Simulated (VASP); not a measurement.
An input for Ansatz (written as the equivalent of a VASP run, and not itself run):

Ansatz 0.2 input:
```yaml
crystal:
  lattice:
    - [-1.4246493, 1.4246493, 1.4246493]
    - [1.4246493, -1.4246493, 1.4246493]
    - [1.4246493, 1.4246493, -1.4246493]
  atoms:
    - { symbol: V, position: [0.0000000, 0.0000000, 0.0000000] }
kpoints:
  mp_grid: { grid: [18, 18, 18] }
hamiltonian:
  xc: lda
  pseudopotentials: { kind: paw }
scf:
  occupations: { method: methfessel_paxton, width: 0.1 }
  max_iter: 100
relax:
  max_steps: 40
  f_tol: 0.02
  cell: { p_target: 20 }
output: { forces: true, stress: true, eigenvalues: true }
```

Question: Translate this input to VASP (INCAR, KPOINTS, POSCAR, choice of POTCAR).

Answer: This is not unique; one that fits is 
**KPOINTS**
```
Automatic mesh
0
Gamma
18 18 18
0 0 0
```

INCAR:
```
! general
SYSTEM =V
PREC   =Accurate
ENCUT  =500
LREAL  =F   ! projection in real space or not
LASPH  =T   ! aspherical one-centre terms

! electronic loop
EDIFF  =1E-6
NELM   =100   ! most electronic steps
ALGO   =Normal   ! blocked Davidson
LMAXMIX=4

! smearing
ISMEAR =1
SIGMA  =0.1   ! width (eV)

! ions
IBRION =2   ! conjugate gradients
NSW    =40   ! most ionic steps
ISIF   =3   ! ions, shape and volume
EDIFFG =-0.02   ! ionic stop
PSTRESS=200   ! kbar

! output
LWAVE  =F
LCHARG =F
```

### POSCAR
```
V
1
   -1.4246492561     1.4246492561     1.4246492561
    1.4246492561    -1.4246492561     1.4246492561
    1.4246492561     1.4246492561    -1.4246492561
V
1
Direct
  0.0000000000   0.0000000000   0.0000000000
```

POTCAR, in this order: V_sv (LDA.64 set). Program: vasp_std.

Limits of the translation: each code has its own PAW files, so the cut-off isn't converted (ENCUT is set for VASP's; basis.ecutwfc is left out, and Ansatz then takes the one that its files recommend); Ansatz stops its SCF on the density residual and VASP on the energy change (EDIFF); Ansatz's lda is the Perdew-Wang form, while the LDA potentials of VASP carry Perdew-Zunger's.

The compound is V in the bcc structure. It was relaxed first under an external pressure of 20 GPa.
